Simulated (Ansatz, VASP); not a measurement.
# Cross-check of GaHNF (F-GaN-H chair bilayer, AB) between VASP and Ansatz, part 2 of 2

Aim: how closely do two programs agree when they are given the same cell, functional and k mesh? Of the first pair: The structure shown is the start of the Ansatz relaxation below; VASP solves that cell, so the two are compared at the walk's first step.

VASP 6.6.1 and Ansatz 0.2.0.

So far: Set-up; Ansatz: relaxation, PBE with D3(BJ); VASP: single point, PBE with D3(BJ), start cell, pair 1.

## 4. Side by side

Known differences besides the potentials themselves: Ansatz cuts the interaction across the vacuum, VASP repeats the sheet with a dipole correction; the cutoff is 420 eV in Ansatz and 520 eV in VASP. Total energies have different zeros and are not compared.

Forces (eV/Å; atoms numbered as in POSCAR):

| atom | Ansatz x, y, z | VASP x, y, z |
| --- | --- | --- |
| H1 | 0.000, 0.000, -0.300 | 0.000, 0.000, -0.314 |
| H2 | 0.000, 0.000, -0.318 | 0.000, 0.000, -0.330 |
| N3 | 0.000, 0.000, 0.191 | 0.000, 0.000, 0.181 |
| N4 | 0.000, 0.000, 0.037 | 0.000, 0.000, 0.026 |
| Ga5 | 0.000, 0.000, 0.916 | 0.000, 0.000, 0.804 |
| Ga6 | 0.000, 0.000, 1.072 | 0.000, 0.000, 0.940 |
| F7 | 0.000, 0.000, -0.680 | 0.000, 0.000, -0.539 |
| F8 | 0.000, 0.000, -0.920 | 0.000, 0.000, -0.767 |

The forces differ by 55 meV/Å r.m.s., which is 16.7 % of the r.m.s. force of 0.332 eV/Å (both taken over all components). With vacuum in the cell, a pressure given here is an average over mostly empty space and none of the material.

## 5. Ansatz: relaxation, PBE with D3(BJ)

This run makes the geometry at which the two programs are then compared.

The structure compared here is the end of the Ansatz relaxation.

Contents of input.yaml:

```yaml
crystal:
  lattice:
    - [3.1845, 0.0, 0.0]
    - [-1.59225, 2.7578578984, 0.0]
    - [0.0, 0.0, 27.4066666667]
  atoms:
    - { symbol: H, position: [0.6666666667, 0.3333333333, 0.3283872537] }
    - { symbol: "N", position: [0.6666666667, 0.3333333333, 0.3656044758] }
    - { symbol: Ga, position: [0.3333333333, 0.6666666667, 0.3890780832] }
    - { symbol: F, position: [0.3333333333, 0.6666666667, 0.4543906592] }
    - { symbol: H, position: [0.0, 0.0, 0.5456093408] }
    - { symbol: "N", position: [0.0, 0.0, 0.5828265629] }
    - { symbol: Ga, position: [0.6666666667, 0.3333333333, 0.6063001703] }
    - { symbol: F, position: [0.6666666667, 0.3333333333, 0.6716127463] }
  periodic: [true, true, false]
kpoints:
  mp_grid: { grid: [12, 12, 1] }
hamiltonian:
  xc: pbe
  dispersion: d3bj
scf:
  occupations: { method: fermi_dirac, width: 0.05 }
  convergence: { dr2_threshold: 1.0e-09 }
relax:
  f_tol: 0.004
  max_steps: 90
  cell: {}
output:
  write_potential: true
  write_density: true
  volumetric_format: npy
```

Command:

```
$ ansatz run input.yaml --threads 2 --pin off --max-ram 3072MiB --backend cpu --events-out ev --progress --plain --runs-dir out
```

Numbers of over 12 decimals in the logs are rounded to 6 here.

Log:

```text
[...]
SCF iter   3: F=—  HF=-9985.795187 eV  |F-HF|=—  |Δ(HF+E_count)|=   9.34e-5  Δρ=1.63e-5  dr2=2.88e-5  ethr=2.30e-7  ⟨swp⟩=2.1  Hψ=751  notcnv=0
[...]
SCF iter  11: F=-9985.795275 eV  HF=-9985.795275 eV  |F-HF|=1.86e-9  |Δ(HF+E_count)|=   6.18e-8  Δρ=6.66e-8  dr2=4.21e-11  ethr=1.00e-12  ⟨swp⟩=9.9  Hψ=4263  notcnv=0
[...]
- [3.248205, 0, 0]
    - [-1.624103, 2.813028, 0]
    - [0, 0, 42.613333]
  atoms:
    - { symbol: H, position: [0.666667, 0.333333, 0.221426] }
    - { symbol: N, position: [0.666667, 0.333333, 0.245555] }
    - { symbol: Ga, position: [0.333333, 0.666667, 0.260063] }
    - { symbol: F, position: [0.333333, 0.666667, 0.301466] }
[...]
- { symbol: Ga, position: [0.666667, 0.333333, 0.380184] }
    - { symbol: F, position: [0.666667, 0.333333, 0.421249] }
[key lines of the parts left out:]
SCF converged after 11 iterations
Free energy (F): -9985.795275 eV
Fermi energy:    -6.413236 eV
P = ½ c Tr σ = 0.0066 N/m
```

## 6. VASP: single point, PBE with D3(BJ), relaxed cell, pair 2

The same cell, functional, mesh and smearing now go to VASP, with its own data sets.

Contents of INCAR:

```
SYSTEM = GaHNF
PREC = Accurate
ENCUT = 520
EDIFF = 1E-06
NELM = 120
ISMEAR = -1
SIGMA = 0.05
LREAL = .FALSE.
ALGO = Normal
GGA = PE
IVDW = 12
NBANDS = 34
LORBIT = 11
LWAVE = .FALSE.
LCHARG = .FALSE.
ISIF = 2
LDIPOL = .TRUE.
IDIPOL = 3
DIPOL = 0.5 0.5 0.317
LVHAR = .TRUE.
LASPH = .TRUE.
GGA_COMPAT = .FALSE.
NELMDL = -8
KPAR = 2
```

Contents of POSCAR:

```
GaHNF
1.0
    3.2482052958      0.0000000000      0.0000000000
   -1.6241026479      2.8130283029      0.0000000000
    0.0000000000      0.0000000000     42.6133333344
H N Ga F
2 2 2 2
Direct
    0.6666666667      0.3333333333      0.2214258393
    0.0000000000      0.0000000000      0.3412149543
    0.6666666667      0.3333333333      0.2455549331
    0.0000000000      0.0000000000      0.3652938422
    0.3333333333      0.6666666667      0.2600630232
    0.6666666667      0.3333333333      0.3801838760
    0.3333333333      0.6666666667      0.3014664658
    0.6666666667      0.3333333333      0.4212488808
```

Contents of KPOINTS:

```
Automatic mesh
0
Gamma
12 12 1
0 0 0
```

Potentials, in the order of the species: H, N, Ga_d and F (PBE family, release 64).

Command:

```
$ mpirun -np 2 vasp_std
```

Log:

```text
[... set-up lines as in an earlier step ...]
 entering main loop
       N       E                     dE             d eps       ncg     rms          rms(c)
DAV:   1     0.491907012302E+03    0.49191E+03   -0.22996E+04  1444   0.138E+03
DAV:   2     0.454791234398E+02   -0.44643E+03   -0.43034E+03  1800   0.341E+02
DAV:   3    -0.425401799141E+02   -0.88019E+02   -0.87357E+02  1506   0.157E+02
DAV:   4    -0.476449355731E+02   -0.51048E+01   -0.50827E+01  2030   0.452E+01
[...]
DAV:  29    -0.409727854112E+02   -0.46025E-05   -0.63558E-07   916   0.380E-03    0.508E-04
DAV:  30    -0.409727871236E+02   -0.17124E-05   -0.22376E-07   982   0.241E-03    0.341E-04
DAV:  31    -0.409727878997E+02   -0.77614E-06   -0.76884E-08  1000   0.211E-03
   1 F= -.41701290E+02 E0= -.41694228E+02  d E =-.141247E-01
```

OUTCAR, selected parts (step 6):

```text
 Edisp (eV)   -0.72850

  Total      -0.14614    -0.14614     0.48020     0.00000     0.00000    -0.00000
  in kB      -0.60136    -0.60136     1.97593     0.00000     0.00000    -0.00000
  external pressure =        0.26 kB  Pullay stress =        0.00 kB

 POSITION                                       TOTAL-FORCE (eV/Angst)
 -----------------------------------------------------------------------------------
      1.62410      0.93768      9.43569        -0.000000      0.000000     -0.016474
      0.00000      0.00000     14.54031        -0.000000      0.000000     -0.012763
      1.62410      0.93768     10.46391        -0.000000      0.000000     -0.007527
      0.00000      0.00000     15.56639        -0.000000      0.000000     -0.011469
     -0.00000      1.87535     11.08215         0.000000     -0.000000     -0.118653
      1.62410      0.93768     16.20090        -0.000000      0.000000     -0.137011
     -0.00000      1.87535     12.84649         0.000000      0.000000      0.144901
      1.62410      0.93768     17.95082         0.000000      0.000000      0.158996
 -----------------------------------------------------------------------------------
    total drift:                               -0.000001     -0.000006      0.000856

  FREE ENERGIE OF THE ION-ELECTRON SYSTEM (eV)
  ---------------------------------------------------
  free  energy   TOTEN  =       -41.7012901049 eV

  energy  without entropy=      -41.6871654247  energy(sigma->0) =      -41.69422776

[... 1 part as in an earlier step ...]

[... 2 further parts left out ...]
[key lines of the parts left out:]
E-fermi :  -4.4053
```

## 7. Comparison

Forces (eV/Å; atoms numbered as in POSCAR):

| atom | Ansatz x, y, z | VASP x, y, z |
| --- | --- | --- |
| H1 | 0.000, 0.000, 0.000 | 0.000, 0.000, -0.016 |
| H2 | 0.000, 0.000, 0.000 | 0.000, 0.000, -0.013 |
| N3 | 0.000, 0.000, 0.000 | 0.000, 0.000, -0.008 |
| N4 | 0.000, 0.000, 0.000 | 0.000, 0.000, -0.011 |
| Ga5 | 0.000, 0.000, 0.000 | 0.000, 0.000, -0.119 |
| Ga6 | 0.000, 0.000, 0.000 | 0.000, 0.000, -0.137 |
| F7 | 0.000, 0.000, 0.000 | 0.000, 0.000, 0.145 |
| F8 | 0.000, 0.000, 0.000 | 0.000, 0.000, 0.159 |

The forces differ by 58 meV/Å r.m.s., where the r.m.s. force is 0.000 eV/Å in Ansatz and 0.058 eV/Å in VASP: the atoms lie near their places of rest in Ansatz, so a percentage would say little (all taken over all components). With vacuum in the cell, a pressure given here is an average over mostly empty space and none of the material.

## 8. Results

```yaml
r_m_s_force_difference_single_point_pbe_with_d3_bj_start_cell_pair_1: 17 % of the r.m.s. force
r_m_s_force_difference_single_point_pbe_with_d3_bj_relaxed_cell_pair_2: 58 meV/Å
```

**Reading.** The r.m.s. force difference is 17 % of the r.m.s. force (single point, PBE with D3(BJ), start cell, pair 1), beyond the 3 % picked in this series as the mark of a large difference. What causes the difference of the single point, PBE with D3(BJ), start cell, pair 1 pair stays open here. What causes the difference of the single point, PBE with D3(BJ), relaxed cell, pair 2 pair stays open here. How closely two codes agree says nothing of how well the functional describes the real material.

[Lines on the potential files, build, host, timing and source positions are cut from VASP's logs without a mark.]

[Logs are printed without paths, hosts, clocks, repeated set-up lines and the standing remarks that a program may print on its own settings, such as how far it seeks lower states.]

[Hosts, paths, dates, database ids (printed as entryN), source tags and the programs' standing remarks are cut or masked in the printed files.]
